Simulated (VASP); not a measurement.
An input for Ansatz (written as the equivalent of a VASP run, and not itself run):

Ansatz 0.2 input:
```yaml
crystal:
  lattice:
    - [0.0000000, 3.1950000, 3.1950000]
    - [3.1950000, 0.0000000, 3.1950000]
    - [3.1950000, 3.1950000, 0.0000000]
  atoms:
    - { symbol: Ba, position: [0.0000000, 0.0000000, 0.0000000] }
    - { symbol: S, position: [0.5000000, 0.5000000, 0.5000000] }
kpoints:
  mp_grid: { grid: [7, 7, 7] }
hamiltonian:
  xc: r2scan
  dispersion: rvv10
  pseudopotentials: { kind: paw }
scf:
  occupations: { method: gaussian, width: 0.05 }
  max_iter: 100
relax:
  max_steps: 60
  f_tol: 0.01
  cell: {}
output: { forces: true, stress: true, eigenvalues: true }
```

Problem. Translate this input to VASP (INCAR, KPOINTS, POSCAR, choice of POTCAR).

Solution. Several could match; the one computed here: 
POSCAR:
```
BaS
1
    0.0000000000     3.1950000000     3.1950000000
    3.1950000000     0.0000000000     3.1950000000
    3.1950000000     3.1950000000     0.0000000000
Ba S
1 1
Direct
  0.0000000000   0.0000000000   0.0000000000
  0.5000000000   0.5000000000   0.5000000000
```

**KPOINTS**
```
K-points
0
gamma
 7 7 7
```

### INCAR
```
# general
SYSTEM   = BaS
PREC     = Accurate
ENCUT    = 520   # plane-wave cut-off (eV)
LREAL    = .FALSE.
LASPH    = .TRUE.

# electronic loop
EDIFF    = 1E-6   # SCF stop (eV)
NELM     = 100   # most electronic steps
ALGO     = Normal
LMAXMIX  = 4   # l cut-off of mixed one-centre charges
LMIXTAU  = .TRUE.

# smearing
ISMEAR   = 0   # Gaussian
SIGMA    = 0.05

# functional
METAGGA  = R2SCAN
LUSE_VDW = .TRUE.
BPARAM   = 11.95
CPARAM   = 0.0093

# ions
IBRION   = 2
NSW      = 60
ISIF     = 3   # ions, shape and volume
EDIFFG   = -0.01   # ionic stop

# output
LWAVE    = .FALSE.
LCHARG   = .FALSE.
```

POTCAR, in this order: Ba_sv S (PBE.64 set). Program: vasp_std.

Limits of the translation: each code has its own PAW files, so the cut-off isn't converted (ENCUT is set for VASP's; basis.ecutwfc is left out, and Ansatz then takes the one that its files recommend); Ansatz stops its SCF on the density residual and VASP on the energy change (EDIFF).

The compound is BaS in the rock salt structure. This run relaxes it. Symmetry was kept, so distortions that lower it aren't found.
